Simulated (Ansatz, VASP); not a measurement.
**Cross-check of AlSiPb between VASP and Ansatz**

One calculation is typed for both programs; each brings its own data sets. How far apart do they land? The cell is generated by rule, not measured, and may not be a known phase. The cell is taken from a series of runs on this material, whose earlier steps may have relaxed, scaled, displaced or heated it; both programs get it as it stands.

Program: Ansatz 0.2.0. Level of theory: plane waves, with VASP 6.6.1 beside it; zone-centre phonons at PBEsol. Results are calculated unless marked as measured.

The structure was built from a prototype and need not be the compound's stable phase.

### Step 1. Starting point

It takes space group P-6m2 (No. 187, hexagonal). Conventional cell: a = 4.192 Å, b = 4.192 Å, c = 8.920 Å, α = 90.00°, β = 90.00°, γ = 120.00°. Pb has 6 Al at 3.10 Å nearest. Nearest to Pb lie 6 Si at 3.13 Å and 6 Al at 3.50 Å. Al has 3 Si at 2.48 Å and 6 Pb at 3.10 to 3.50 Å nearest. Si has 3 Al at 2.48 Å and 3 Pb at 3.13 Å nearest. Farther neighbours are not listed.

### Step 2. VASP: zone-centre phonons, PBEsol

Second derivatives magnify differences that forces hide, and they need a tight electronic threshold.

Lines of VASP's logs that name or quote its potential files are left out, and so is its time.

Input file INCAR:

```
SYSTEM = AlSiPb
PREC = Accurate
ENCUT = 500
EDIFF = 1E-08
NELM = 120
ISMEAR = 1
SIGMA = 0.15
LREAL = .FALSE.
ALGO = Normal
GGA = PS
NBANDS = 27
LORBIT = 11
LWAVE = .FALSE.
LCHARG = .FALSE.
ISIF = 2
IBRION = 8
LASPH = .TRUE.
GGA_COMPAT = .FALSE.
KPAR = 2
```

Input file POSCAR:

```
AlSiPb
1.0
    4.1915084069      0.0000000000      0.0000000000
   -2.0957542034      3.6299527606      0.0000000000
    0.0000000000      0.0000000000      8.9200479244
Pb Al Si
2 2 2
Direct
    0.0000000000      0.0000000000      0.5000000000
    0.0000000000      0.0000000000      0.0000000000
    0.3333333333      0.6666666667      0.7169194235
    0.3333333333      0.6666666667      0.2830805765
    0.6666666667      0.3333333333      0.7782526410
    0.6666666667      0.3333333333      0.2217473590
```

Input file KPOINTS:

```
Automatic mesh
0
Gamma
9 9 4
0 0 0
```

PAW data sets: Pb_d, Al and Si (PBE family, release 64).

Launch:

```sh
> mpirun -np 2 vasp_std
```

Numbers of over 12 decimals in the logs are rounded to 6 here.

The log of the run:

```text
[banner, memory and clock lines left out]
running    2 mpi-ranks, on    1 nodes
 distrk:  each k-point on    1 cores,    2 groups
 distr:  one band on    1 cores,    1 groups

 POSCAR found type information on POSCAR PbAlSi
 POSCAR found :  3 types and       6 ions
|                                                                             |
|               ----> ADVICE to this user running VASP <----                  |
|                                                                             |
|     You enforced a specific xc type in the INCAR file but a different       |
|     [... a line on the potential file left out ...]
|     I HOPE YOU KNOW WHAT YOU ARE DOING!                                     |
|                                                                             |

 LDA part: xc-table for (Slater+PW92), standard interpolation
 POSCAR, INCAR and KPOINTS ok, starting setup
 FFT: planning ... GRIDC
 FFT: planning ... GRID_SOFT
 FFT: planning ... GRID
 WAVECAR not read
 entering main loop
       N       E                     dE             d eps       ncg     rms          rms(c)
DAV:   1     0.350904933932E+03    0.35090E+03   -0.18104E+04  1944   0.148E+03
DAV:   2     0.499869712373E+01   -0.34591E+03   -0.33805E+03  1959   0.385E+02
DAV:   3    -0.258161741410E+02   -0.30815E+02   -0.30128E+02  2596   0.133E+02
DAV:   4    -0.268931107201E+02   -0.10769E+01   -0.10726E+01  2416   0.258E+01
DAV:   5    -0.269380258011E+02   -0.44915E-01   -0.44860E-01  2890   0.528E+00    0.483E+00
DAV:   6    -0.262696390605E+02    0.66839E+00   -0.14329E+00  2587   0.816E+00    0.247E+00
DAV:   7    -0.262061530730E+02    0.63486E-01   -0.53268E-01  2682   0.341E+00    0.950E-01
DAV:   8    -0.261991100904E+02    0.70430E-02   -0.76522E-02  2382   0.209E+00    0.249E-01
DAV:   9    -0.261986102957E+02    0.49979E-03   -0.53435E-03  2345   0.543E-01    0.122E-01
DAV:  10    -0.261986822899E+02   -0.71994E-04   -0.92060E-04  2588   0.147E-01    0.665E-02
DAV:  11    -0.261986598625E+02    0.22427E-04   -0.22926E-04  2667   0.132E-01    0.125E-02
DAV:  12    -0.261986552411E+02    0.46214E-05   -0.42490E-05  2218   0.393E-02    0.127E-02
DAV:  13    -0.261986547891E+02    0.45206E-06   -0.31848E-06  2550   0.123E-02    0.235E-03
DAV:  14    -0.261986548260E+02   -0.36966E-07   -0.57171E-07  2566   0.693E-03    0.231E-03
DAV:  15    -0.261986547580E+02    0.68015E-07   -0.56425E-08  2006   0.150E-03    0.420E-04
DAV:  16    -0.261986548162E+02   -0.58164E-07   -0.62098E-09  1244   0.110E-03    0.425E-04
DAV:  17    -0.261986548157E+02    0.51432E-09   -0.18104E-09  1203   0.400E-04
   1 F= -.26198655E+02 E0= -.26197792E+02  d E =-.258947E-02
 Linear response reoptimize wavefunctions to high precision
DAV:   1    -0.261986548169E+02   -0.11901E-08   -0.51947E-10  1218   0.248E-04
DAV:   2    -0.261986548169E+02   -0.27740E-10   -0.19057E-10  1188   0.145E-04
 Linear response DOF=           8
 Linear response progress:
  Degree of freedom:   1/  8
       N       E                     dE             d eps       ncg     rms          rms(c)
RMM:   1    -0.330534620798E+00   -0.33053E+00   -0.19854E-01  9547   0.386E+00
RMM:   2    -0.332682615821E+00   -0.21480E-02   -0.91750E-03  9999   0.675E-01    0.300E-02
RMM:   3    -0.332748990659E+00   -0.66375E-04   -0.11994E-03 11826   0.212E-01    0.171E-02
RMM:   4    -0.332568754114E+00    0.18024E-03   -0.10912E-04 10867   0.750E-02    0.409E-03
RMM:   5    -0.332556128378E+00    0.12626E-04   -0.22782E-05 11929   0.295E-02    0.185E-03
RMM:   6    -0.332556736078E+00   -0.60770E-06   -0.39109E-06 11580   0.122E-02    0.724E-04
RMM:   7    -0.332555885525E+00    0.85055E-06   -0.96611E-07 11526   0.453E-03    0.267E-04
RMM:   8    -0.332553694410E+00    0.21911E-05   -0.26008E-07 11565   0.214E-03    0.982E-05
RMM:   9    -0.332553848206E+00   -0.15380E-06   -0.17335E-07 11716   0.103E-03    0.348E-05
RMM:  10    -0.332553940105E+00   -0.91899E-07   -0.52806E-08 11953   0.536E-04    0.149E-05
RMM:  11    -0.332553985790E+00   -0.45685E-07   -0.20893E-08 12292   0.301E-04    0.152E-05
RMM:  12    -0.332553801178E+00    0.18461E-06   -0.26188E-08 11797   0.187E-04    0.360E-05
RMM:  13    -0.332554136818E+00   -0.33564E-06   -0.13034E-08 12064   0.129E-04    0.597E-06
RMM:  14    -0.332554158725E+00   -0.21907E-07   -0.65595E-09 12464   0.885E-05    0.564E-06
RMM:  15    -0.332554175266E+00   -0.16542E-07   -0.47458E-09 11896   0.692E-05    0.444E-06
RMM:  16    -0.332554242016E+00   -0.66749E-07   -0.53507E-09 12303   0.598E-05    0.149E-06
RMM:  17    -0.332554255480E+00   -0.13464E-07   -0.41777E-09 12217   0.542E-05    0.151E-06
RMM:  18    -0.332554244766E+00    0.10714E-07   -0.33187E-09 11735   0.510E-05    0.447E-07
RMM:  19    -0.332554241812E+00    0.29543E-08   -0.40385E-09 11165   0.495E-05    0.101E-07
 first order change of Fermi-energy  -0.50179E-05
[...]
RMM:   4    -0.357362025286E+00    0.99918E-04   -0.17192E-04  3937   0.810E-02    0.755E-03
RMM:   5    -0.357310510690E+00    0.51515E-04   -0.10072E-04  4215   0.352E-02    0.328E-03
RMM:   6    -0.357287981328E+00    0.22529E-04    0.16494E-05  4015   0.133E-02    0.130E-03
RMM:   7    -0.357283647465E+00    0.43339E-05    0.10781E-05  4125   0.476E-03    0.443E-04
RMM:   8    -0.357284194414E+00   -0.54695E-06    0.76302E-07  4055   0.221E-03    0.208E-04
[...]
RMM:   2    -0.356723024844E+00   -0.14268E-04   -0.41508E-03  3561   0.681E-01    0.400E-02
RMM:   3    -0.357251049092E+00   -0.52802E-03   -0.14846E-03  4134   0.229E-01    0.167E-02
RMM:   4    -0.357136484272E+00    0.11456E-03   -0.14038E-04  3925   0.805E-02    0.725E-03
RMM:   5    -0.357067801155E+00    0.68683E-04   -0.34407E-05  4171   0.355E-02    0.252E-03
RMM:   6    -0.357056947961E+00    0.10853E-04   -0.19000E-05  4119   0.147E-02    0.133E-03
RMM:   7    -0.357053423097E+00    0.35249E-05   -0.34541E-06  4121   0.535E-03    0.700E-04
RMM:   8    -0.357053107345E+00    0.31575E-06   -0.62570E-07  4107   0.237E-03    0.241E-04
RMM:   9    -0.357053528976E+00   -0.42163E-06   -0.33507E-06  4241   0.106E-03    0.430E-05
RMM:  10    -0.357053089906E+00    0.43907E-06    0.59793E-07  4169   0.578E-04    0.382E-05
RMM:  11    -0.357053289220E+00   -0.19931E-06   -0.55014E-07  4297   0.307E-04    0.201E-05
RMM:  12    -0.357053291375E+00   -0.21556E-08   -0.61055E-08  4311   0.180E-04    0.896E-06
 first order change of Fermi-energy  -0.17924E-04
 force on displaced ion       2 direction 3 :   0.000  -0.000  -3.173
 Linear response progress:
  Degree of freedom:   5/  8
       N       E                     dE             d eps       ncg     rms          rms(c)
RMM:   1    -0.842568206119E-02   -0.84257E-02    0.90806E-03 18118   0.486E-01
RMM:   2    -0.723480359462E-02    0.11909E-02   -0.74985E-04 13565   0.182E-01    0.622E-02
RMM:   3    -0.724470401215E-02   -0.99004E-05   -0.21924E-04 15497   0.879E-02    0.335E-02
RMM:   4    -0.732405921333E-02   -0.79355E-04   -0.11500E-04 15602   0.430E-02    0.788E-03
RMM:   5    -0.732159475112E-02    0.24645E-05   -0.15430E-05 16091   0.192E-02    0.454E-03
RMM:   6    -0.732110363380E-02    0.49112E-06   -0.17310E-06 15469   0.657E-03    0.152E-03
RMM:   7    -0.732409007945E-02   -0.29864E-05   -0.15587E-07 15119   0.313E-03    0.111E-03
RMM:   8    -0.732383157538E-02    0.25850E-06   -0.12358E-07 16159   0.139E-03    0.634E-04
RMM:   9    -0.732333983419E-02    0.49174E-06   -0.94035E-08 15699   0.643E-04    0.156E-04
RMM:  10    -0.732343940323E-02   -0.99569E-07   -0.34552E-08 16447   0.271E-04    0.250E-05
RMM:  11    -0.732347316391E-02   -0.33761E-07    0.54428E-08 16933   0.113E-04    0.498E-06
RMM:  12    -0.732346491849E-02    0.82454E-08    0.35720E-08 16773   0.510E-05    0.961E-06
 first order change of Fermi-energy  -0.23081E-04
 force on displaced ion       3 direction 1 :  -8.176   0.003   0.004
 Linear response progress:
  Degree of freedom:   6/  8
       N       E                     dE             d eps       ncg     rms          rms(c)
RMM:   1    -0.111587288254E-01   -0.11159E-01    0.72610E-03  4630   0.634E-01
RMM:   2    -0.988672292811E-02    0.12720E-02   -0.15113E-03  3641   0.210E-01    0.447E-02
RMM:   3    -0.980169656015E-02    0.85026E-04   -0.29413E-04  3918   0.105E-01    0.213E-02
RMM:   4    -0.980054252301E-02    0.11540E-05   -0.54705E-05  3935   0.469E-02    0.111E-02
RMM:   5    -0.979672917117E-02    0.38134E-05   -0.11868E-05  4223   0.208E-02    0.393E-03
RMM:   6    -0.979240217273E-02    0.43270E-05   -0.92480E-07  3785   0.820E-03    0.137E-03
RMM:   7    -0.979070313464E-02    0.16990E-05   -0.15713E-07  4206   0.352E-03    0.662E-04
RMM:   8    -0.979067906459E-02    0.24070E-07   -0.19428E-07  3923   0.165E-03    0.985E-05
RMM:   9    -0.979080025008E-02   -0.12119E-06   -0.50216E-09  4042   0.778E-04    0.121E-04
RMM:  10    -0.979095588435E-02   -0.15563E-06    0.15021E-09  4291   0.317E-04    0.224E-05
RMM:  11    -0.979095470229E-02    0.11821E-08   -0.14108E-08  4127   0.139E-04    0.365E-05
 first order change of Fermi-energy   0.11868E+00
 force on displaced ion       3 direction 3 :   0.000  -0.000  -1.972
 Linear response progress:
  Degree of freedom:   7/  8
       N       E                     dE             d eps       ncg     rms          rms(c)
RMM:   1    -0.216878754605E-01   -0.21688E-01    0.24679E-02 18297   0.662E-01
RMM:   2    -0.193486742450E-01    0.23392E-02   -0.14510E-03 13465   0.231E-01    0.782E-02
RMM:   3    -0.194743103742E-01   -0.12564E-03   -0.40922E-04 15065   0.113E-01    0.424E-02
RMM:   4    -0.197323569372E-01   -0.25805E-03   -0.21854E-04 14651   0.560E-02    0.810E-03
RMM:   5    -0.197047814382E-01    0.27575E-04   -0.15180E-05 16450   0.265E-02    0.328E-03
RMM:   6    -0.196943210690E-01    0.10460E-04   -0.54242E-07 15121   0.800E-03    0.110E-03
RMM:   7    -0.197036247059E-01   -0.93036E-05   -0.71679E-07 15597   0.363E-03    0.737E-04
RMM:   8    -0.197025280672E-01    0.10966E-05    0.11282E-07 16066   0.165E-03    0.977E-05
RMM:   9    -0.197018950136E-01    0.63305E-06    0.10871E-08 16427   0.746E-04    0.108E-04
RMM:  10    -0.197018527118E-01    0.42302E-07    0.18188E-08 16852   0.321E-04    0.773E-05
RMM:  11    -0.197019873866E-01   -0.13467E-06    0.35109E-08 16473   0.129E-04    0.378E-05
RMM:  12    -0.197017424635E-01    0.24492E-06    0.53016E-08 13967   0.727E-05    0.572E-06
RMM:  13    -0.197017574101E-01   -0.14947E-07    0.55092E-08 17227   0.450E-05    0.622E-06
RMM:  14    -0.197017542308E-01    0.31792E-08    0.62345E-08 15617   0.307E-05    0.288E-06
 first order change of Fermi-energy  -0.22610E-04
 force on displaced ion       5 direction 1 :  -7.326   0.003   0.005
 Linear response progress:
  Degree of freedom:   8/  8
       N       E                     dE             d eps       ncg     rms          rms(c)
RMM:   1    -0.263224522265E-01   -0.26322E-01    0.21790E-02  4687   0.779E-01
RMM:   2    -0.243804230870E-01    0.19420E-02   -0.10548E-03  3657   0.238E-01    0.444E-02
RMM:   3    -0.244745525940E-01   -0.94130E-04   -0.42897E-04  3862   0.117E-01    0.228E-02
RMM:   4    -0.245284602839E-01   -0.53908E-04   -0.80533E-05  3966   0.483E-02    0.113E-02
RMM:   5    -0.245501042387E-01   -0.21644E-04   -0.14097E-05  3965   0.249E-02    0.314E-03
RMM:   6    -0.245506045771E-01   -0.50034E-06   -0.20883E-06  3935   0.104E-02    0.129E-03
RMM:   7    -0.245478301787E-01    0.27744E-05   -0.33742E-07  4011   0.410E-03    0.570E-04
RMM:   8    -0.245477167900E-01    0.11339E-06   -0.19860E-08  4044   0.168E-03    0.249E-04
RMM:   9    -0.245479113390E-01   -0.19455E-06    0.10620E-09  4329   0.749E-04    0.938E-05
RMM:  10    -0.245479183297E-01   -0.69906E-08    0.24652E-08  4036   0.308E-04    0.429E-05
 first order change of Fermi-energy  -0.49257E-01
 force on displaced ion       5 direction 3 :  -0.000   0.000  -1.599
 Linear response finished
```

(Continued in part 2 of 2.)

[Lines on the potential files, build, host, timing and source positions are cut from VASP's logs without a mark.]

[Logs are printed without paths, hosts, clocks, repeated set-up lines and the standing remarks that a program may print on its own settings, such as how far it seeks lower states.]

[Hosts, paths, dates, database ids (printed as entryN), source tags and the programs' standing remarks are cut or masked in the printed files.]
